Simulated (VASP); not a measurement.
# Mesh, vacuum, cutoff and functional for a few sheets of SbPbS2

Aim: find which settings matter for a slab model of a few sheets of SbPbS2, and what they cost.

Method: PBEsol; plane waves and PAW (Pb, S, Sb), in the first sound run; inputs show where later runs differ, in VASP 6.6.1.

**1. The starting structure**

The cell holds 8 atoms: 2 Pb, 4 S and 2 Sb. Cell: a = 4.293 Å, b = 3.964 Å, c = 23.953 Å, α = 90.0°, β = 90.0°, γ = 90.0°. It derives from SbPbS2. A few sheets cut from a layered arrangement of the crystal. Vacuum lies along c.

As a file:

```cif
data_structure
_symmetry_space_group_name_H-M 'P 1'
_symmetry_Int_Tables_number 1
_cell_length_a 4.2934
_cell_length_b 3.9640
_cell_length_c 23.9533
_cell_angle_alpha 90.000
_cell_angle_beta 90.000
_cell_angle_gamma 90.000
_cell_volume 407.67
loop_
_atom_site_label
_atom_site_type_symbol
_atom_site_fract_x
_atom_site_fract_y
_atom_site_fract_z
_atom_site_occupancy
Pb1 Pb 0.50000 0.00000 0.68689 1
Pb2 Pb 0.50000 0.50000 0.43748 1
S3 S 0.00000 0.50000 0.66861 1
S4 S 0.50000 0.00000 0.56671 1
S5 S 0.00000 0.00000 0.41920 1
S6 S 0.50000 0.50000 0.31730 1
Sb7 Sb 0.00000 0.50000 0.56252 1
Sb8 Sb 0.00000 0.00000 0.31311 1
```

**2. The base run**

The base run sets the number that all others are held against.

The input, INCAR:

```
SYSTEM = SbPbS2
PREC = Normal
ENCUT = 350
EDIFF = 1E-06
NELM = 120
ISMEAR = 0
SIGMA = 0.05
LREAL = .FALSE.
ALGO = Normal
GGA = PS
NBANDS = 29
LORBIT = 11
LWAVE = .FALSE.
LCHARG = .FALSE.
KPAR = 4
IDIPOL = 3
LDIPOL = .TRUE.
DIPOL = 0.5 0.5 0.496
LVHAR = .TRUE.
LVACPOTAV = .TRUE.
NEDOS = 1500
```

The input, POSCAR:

```
SbPbS2
1.0
    4.2934420000      0.0000000000      0.0000000000
    0.0000000000      3.9640180000      0.0000000000
    0.0000000000      0.0000000000     23.9533495716
Pb S Sb
2 4 2
Direct
    0.5000000000      0.0000000000      0.6868913900
    0.5000000000      0.5000000000      0.4374837240
    0.0000000000      0.5000000000      0.6686088100
    0.5000000000      0.0000000000      0.5667053270
    0.0000000000      0.0000000000      0.4192011440
    0.5000000000      0.5000000000      0.3172976620
    0.0000000000      0.5000000000      0.5625162760
    0.0000000000      0.0000000000      0.3131086100
```

The input, KPOINTS:

```
Automatic mesh
0
Gamma
6 7 1
0 0 0
```

Potentials, in the order of the species: Pb, S and Sb (PBE family, release 64).

Command:

```
> mpirun -np 4 vasp_std
```

Log:

```text
[banner, memory and clock lines left out]
running    4 mpi-ranks, on    1 nodes
 distrk:  each k-point on    1 cores,    4 groups
 distr:  one band on    1 cores,    1 groups

 POSCAR found type information on POSCAR PbS Sb
 POSCAR found :  3 types and       8 ions
|                                                                             |
|               ----> ADVICE to this user running VASP <----                  |
|                                                                             |
|     You enforced a specific xc type in the INCAR file but a different       |
|     [... a line on the potential file left out ...]
|     I HOPE YOU KNOW WHAT YOU ARE DOING!                                     |
|                                                                             |

 LDA part: xc-table for (Slater+PW92), standard interpolation
 POSCAR, INCAR and KPOINTS ok, starting setup
 FFT: planning ... GRIDC
 FFT: planning ... GRID_SOFT
 FFT: planning ... GRID
 WAVECAR not read
 entering main loop
       N       E                     dE             d eps       ncg     rms          rms(c)
DAV:   1     0.246646590205E+03    0.24665E+03   -0.11508E+04   928   0.801E+02
DAV:   2     0.539679979880E+00   -0.24611E+03   -0.23861E+03  1319   0.172E+02
DAV:   3    -0.357380167983E+02   -0.36278E+02   -0.35611E+02  1074   0.725E+01
DAV:   4    -0.375442433591E+02   -0.18062E+01   -0.17925E+01  1371   0.181E+01
DAV:   5    -0.375852900009E+02   -0.41047E-01   -0.40985E-01  1203   0.289E+00    0.164E+01
DAV:   6    -0.362463410362E+02    0.13389E+01   -0.34882E+00  1195   0.711E+00    0.973E+00
DAV:   7    -0.365207043250E+02   -0.27436E+00   -0.35118E+00  1312   0.609E+00    0.399E+00
DAV:   8    -0.372352037729E+02   -0.71450E+00   -0.18957E+01  1467   0.105E+01    0.391E+00
DAV:   9    -0.362226902714E+02    0.10125E+01   -0.31166E+00  1470   0.644E+00    0.168E+00
DAV:  10    -0.362176309021E+02    0.50594E-02   -0.25953E-01  1195   0.200E+00    0.116E+00
DAV:  11    -0.362242997846E+02   -0.66689E-02   -0.48546E-02  1344   0.869E-01    0.796E-01
DAV:  12    -0.362224506406E+02    0.18491E-02   -0.75706E-03  1123   0.371E-01    0.436E-01
DAV:  13    -0.362163572053E+02    0.60934E-02   -0.23744E-02  1505   0.606E-01    0.166E-01
DAV:  14    -0.362157524158E+02    0.60479E-03   -0.71490E-03  1272   0.329E-01    0.686E-02
DAV:  15    -0.362158410620E+02   -0.88646E-04   -0.11201E-03  1075   0.141E-01    0.594E-02
DAV:  16    -0.362158557811E+02   -0.14719E-04   -0.73816E-05  1459   0.362E-02    0.455E-02
DAV:  17    -0.362158832178E+02   -0.27437E-04   -0.63266E-05  1124   0.291E-02    0.243E-02
DAV:  18    -0.362158849166E+02   -0.16987E-05   -0.13479E-04  1206   0.356E-02    0.298E-02
DAV:  19    -0.362158838654E+02    0.10511E-05   -0.79596E-05  1180   0.349E-02    0.144E-02
DAV:  20    -0.362159013673E+02   -0.17502E-04   -0.23172E-05  1181   0.201E-02    0.933E-03
DAV:  21    -0.362159243179E+02   -0.22951E-04   -0.98053E-06  1177   0.102E-02    0.851E-03
DAV:  22    -0.362159513521E+02   -0.27034E-04   -0.35779E-06   921   0.679E-03    0.556E-03
DAV:  23    -0.362159816056E+02   -0.30253E-04   -0.24951E-06   938   0.457E-03    0.591E-03
DAV:  24    -0.362159993065E+02   -0.17701E-04   -0.78377E-07   852   0.316E-03    0.250E-03
DAV:  25    -0.362160216782E+02   -0.22372E-04   -0.89347E-07   827   0.262E-03    0.255E-03
DAV:  26    -0.362160310060E+02   -0.93277E-05   -0.29366E-07   777   0.152E-03    0.144E-03
DAV:  27    -0.362160356271E+02   -0.46211E-05   -0.14480E-07   724   0.858E-04    0.104E-03
DAV:  28    -0.362160368768E+02   -0.12497E-05   -0.10539E-07   681   0.108E-03    0.548E-04
DAV:  29    -0.362160373512E+02   -0.47436E-06   -0.35589E-08   612   0.521E-04
|                                                                             |
|           W    W    AA    RRRRR   N    N  II  N    N   GGGG   !!!           |
|           W    W   A  A   R    R  NN   N  II  NN   N  G    G  !!!           |
|           W    W  A    A  R    R  N N  N  II  N N  N  G       !!!           |
|           W WW W  AAAAAA  RRRRR   N  N N  II  N  N N  G  GGG   !            |
|           WW  WW  A    A  R   R   N   NN  II  N   NN  G    G                |
|           W    W  A    A  R    R  N    N  II  N    N   GGGG   !!!           |
|                                                                             |
|     Did not find any points to average over, which means that no vacuum     |
|     field-free region was found. Please increase the size of  your cell     |
|     in the dimension of the dipole correction to obtain accurate            |
|     workfunction values.                                                    |
|                                                                             |

   1 F= -.36216037E+02 E0= -.36212477E+02  d E =-.712151E-02
```

It took 48 s on 4 MPI ranks of AMD EPYC 7R43, shared host; peak memory 0.92 GiB.

Lines that name or quote the potential files are left out of all logs, and their timing lines are given in words.

From OUTCAR (step 2):

```text
ion  position               nearest neighbor table
   1  0.500  0.000  0.687-   4 2.88   3 2.95   3 2.95   3 2.95   3 2.95
   2  0.500  0.500  0.437-   6 2.88   5 2.95   5 2.95   5 2.95   5 2.95   7 3.68   7 3.68
   3  0.000  0.500  0.669-   7 2.54   1 2.95   1 2.95   1 2.95   1 2.95
   4  0.500  0.000  0.567-   1 2.88   7 2.92   7 2.92   7 2.92   7 2.92
   5  0.000  0.000  0.419-   8 2.54   2 2.95   2 2.95   2 2.95   2 2.95
   6  0.500  0.500  0.317-   2 2.88   8 2.92   8 2.92   8 2.92   8 2.92
   7  0.000  0.500  0.563-   3 2.54   4 2.92   4 2.92   4 2.92   4 2.92   2 3.68   2 3.68
   8  0.000  0.000  0.313-   5 2.54   6 2.92   6 2.92   6 2.92   6 2.92

  LATTYP: Found a simple orthorhombic cell.
 ALAT       =     3.9640180000
 B/A-ratio  =     1.0831035581
 C/A-ratio  =     6.0426944508

 Subroutine GETGRP returns: Found  4 space group operations
 (whereof  4 operations were pure point group operations)

The static configuration has the point symmetry C_2v.

 Found     16 irreducible k-points:

   k-points           NKPTS =     16   k-points in BZ     NKDIM =     16   number of bands    NBANDS=     29

   dimension x,y,z NGX =    20 NGY =   18 NGZ =  112
   dimension x,y,z NGXF=    40 NGYF=   36 NGZF=  224

   ENCUT  =  350.0 eV  25.72 Ry    5.07 a.u.   6.55  6.05 36.54*2*pi/ulx,y,z

   NELECT =      42.0000    total number of electrons

 k-points in reciprocal lattice and weights: Automatic mesh
   0.00000000  0.00000000  0.00000000       0.024
   0.16666667  0.00000000  0.00000000       0.048
   0.33333333  0.00000000  0.00000000       0.048
   0.50000000  0.00000000  0.00000000       0.024
   0.00000000  0.14285714  0.00000000       0.048
   0.16666667  0.14285714  0.00000000       0.095
   0.33333333  0.14285714  0.00000000       0.095
   0.50000000  0.14285714  0.00000000       0.048
   0.00000000  0.28571429  0.00000000       0.048
[...]
0.33333333  0.42857143  0.00000000       0.095
   0.50000000  0.42857143  0.00000000       0.048

 dipolmoment           0.000000      0.000000     -0.065129 electrons x Angstroem

 average (electrostatic) potential at core
       1 -47.0130       2 -46.7992       3 -91.1648       4 -91.1247       5 -91.1116
       6 -90.9043       7 -92.3284       8 -92.3940

 E-fermi :   1.0825

 k-point     1 :       0.0000    0.0000    0.0000
  band No.  band energies     occupation
    ...
     17      -1.7745      2.00000
     18      -1.5467      2.00000
     19      -0.8891      2.00000
     20      -0.6010      2.00000
     21       0.5307      2.00000
     22       2.1402      0.00000
     23       3.5967      0.00000
     24       3.6864      0.00000
     25       3.7849      0.00000
     26       3.8680      0.00000
    ...

 k-point     2 :       0.1667    0.0000    0.0000
  band No.  band energies     occupation
    ...
     17      -1.6076      2.00000
     18      -1.4173      2.00000
     19      -1.1241      2.00000
     20      -0.7503      2.00000
     21       0.7474      2.00000
     22       2.2321      0.00000
     23       2.4404      0.00000
     24       3.0281      0.00000
     25       3.1215      0.00000
     26       3.1727      0.00000
    ...

 k-point     3 :       0.3333    0.0000    0.0000
  band No.  band energies     occupation
    ...
     17      -1.1949      2.00000
     18      -1.1556      2.00000
     19      -0.6659      2.00000
     20      -0.4574      2.00000
     21       0.9531      1.99975
     22       1.4016      0.00000
     23       1.7173      0.00000
     24       1.8403      0.00000
     25       1.9878      0.00000
     26       2.5217      0.00000
    ...

  Total       -3.9282613     -5.5593930     -3.8759919      0.0000000      0.0000000      0.0000000
  in kB      -15.4384423    -21.8489457    -15.2330186      0.0000000      0.0000000      0.0000000
  external PRESSURE =     -17.5068022 kB  Pullay stress =       0.0000000 kB

  energy-cutoff  :      350.00
  volume of cell :      407.67
      direct lattice vectors                 reciprocal lattice vectors
     4.293442000  0.000000000  0.000000000     0.232913359  0.000000000  0.000000000
     0.000000000  3.964018000  0.000000000     0.000000000  0.252269288  0.000000000
     0.000000000  0.000000000 23.953349572     0.000000000  0.000000000  0.041747815

 POSITION                                       TOTAL-FORCE (eV/Angst)
 -----------------------------------------------------------------------------------
      2.14672      0.00000     16.45335         0.000000      0.000000     -0.562686
      2.14672      1.98201     10.47920         0.000000      0.000000     -0.132385
      0.00000      1.98201     16.01542         0.000000      0.000000      0.135165
      2.14672      0.00000     13.57449         0.000000      0.000000      0.445211
      0.00000      0.00000     10.04127         0.000000      0.000000     -0.291382
      2.14672      1.98201      7.60034         0.000000      0.000000      0.176960
      0.00000      1.98201     13.47415         0.000000      0.000000     -0.260305
      0.00000      0.00000      7.50000         0.000000      0.000000      0.489422
 -----------------------------------------------------------------------------------
    total drift:                                0.000000     -0.000000     -0.000721

  FREE ENERGIE OF THE ION-ELECTRON SYSTEM (eV)
  ---------------------------------------------------
  free  energy   TOTEN  =       -36.2160373512 eV

  energy  without entropy=      -36.2089158447  energy(sigma->0) =      -36.21247660

 vacuum level on the upper side and lower side of the slab         4.366         5.059

 total charge
# of ion       s       p       d       tot
------------------------------------------
    1        1.779   1.030   0.108   2.918
    2        1.786   1.011   0.120   2.917
    3        1.354   2.301   0.000   3.655
    4        1.381   2.205   0.000   3.586
    5        1.356   2.292   0.000   3.648
    6        1.374   2.220   0.000   3.595
    7        1.266   0.965   0.045   2.276
    8        1.275   0.943   0.043   2.261
--------------------------------------------------
tot         11.570  12.969   0.316  24.855

[... 3 further parts left out ...]
```

The PAW data sets were made with PBE, which is usual practice but a small mismatch for other functionals. The data set Pb keeps the semicore shell frozen, which is cheaper and a little less accurate.

Numbers from this step:

- electronic cycles: 29
- electrons: 42
- free energy (TOTEN): -36.22 eV
- energy at zero smearing: -36.21 eV
- Fermi energy: 1.083 eV
- labelled metallic, from the levels on this mesh: yes
- dipole moment: 0, 0, -0.06513 e·Å
- vacuum levels: 4.366, 5.059 eV
- work functions of the upper and lower face: 3.283, 3.977 eV
- highest filled level below the vacuum: 3.283 eV

The planar average of the electrostatic potential oscillates, so the rows of the table below give means over windows of 1 Å about each position, cut where the curve ends. Its maxima inside the range that stand out by 2 % of the span (Å: eV): 8.9: 1.82, 12.0: 2.41, 14.9: 1.73. Its minima: 7.6: -19.4, 10.2: -13.7, 13.6: -19.4, 16.1: -13.8.

Zero at the Fermi level. Table of planar average of the electrostatic potential by height; means over each step:

height (Å), planar average of the electrostatic potential (eV) and a bar from the least value:
```
        0        3.9 ##############################
        1        4.0 ##############################
        2        4.0 ##############################
        3        4.0 ##############################
        4        4.0 ##############################
        5        3.9 ##############################
        6        2.9 ############################
        7       -9.3 ####
        8      -11.3 
        9        0.4 #######################
       10      -11.1 #
       11       -4.7 #############
       12        1.8 ##########################
       13      -10.0 ###
       14      -10.9 #
       15        0.2 #######################
       16      -11.4 
       17       -4.6 #############
       18        2.3 ###########################
       19        3.2 ############################
       20        3.3 #############################
       21        3.3 #############################
       22        3.3 #############################
       23        3.3 #############################
```

Density of states in the PAW spheres, an atom over height of the layer and energy from the Fermi level.

Ten even steps from '0' (0.00 states/eV) to '9' (1.00 states/eV), each cell a mean:
```
31024112
51134113
10013002
00000000
00000000
13100000
27522631
19742673
19541974
14521743
34832573
33622463
23522352
23422342
12222331
01111111
01000100
00000000
00000000
00000000
00010001
10131013
```
Columns: height of the layer (Å) from 7.5 to 16.5 (not evenly spaced); rows upwards: energy from the Fermi level (eV) from -7.9 to 0.5.

Force by atom:

| atom | x (eV/Å) | y (eV/Å) | z (eV/Å) | size |
| --- | --- | --- | --- | --- |
| Pb1 | 0.000 | 0.000 | -0.563 | 0.563 |
| Pb2 | 0.000 | 0.000 | -0.132 | 0.132 |
| S3 | 0.000 | 0.000 | 0.135 | 0.135 |
| S4 | 0.000 | 0.000 | 0.445 | 0.445 |
| S5 | 0.000 | 0.000 | -0.291 | 0.291 |
| S6 | 0.000 | 0.000 | 0.177 | 0.177 |
| Sb7 | 0.000 | 0.000 | -0.260 | 0.260 |
| Sb8 | 0.000 | 0.000 | 0.489 | 0.489 |

The highest filled level lies 3.28 eV below the vacuum at the upper face.

Only the dipole across the slab is computed (IDIPOL = 3); zeros along the plane are no results.

The map of layer states is cut here 0.5 eV above the Fermi level, so it leaves out the states above that.

VASP counts the dipole in electrons times Å, so a positive number points the physical dipole along −c.

(Continued in part 2 of 5.)

[Lines on the potential files, build, host, timing and source positions are cut from VASP's logs without a mark.]

[Logs are printed without paths, hosts, clocks, repeated set-up lines and the standing remarks that a program may print on its own settings, such as how far it seeks lower states.]

[Hosts, paths, dates, database ids (printed as entryN), source tags and the programs' standing remarks are cut or masked in the printed files.]

[In band tables of VASP the shares of atoms and orbitals are scaled to a sum of 1 inside the atoms' spheres.]

[Runs that stopped without an error message from VASP are left out.]
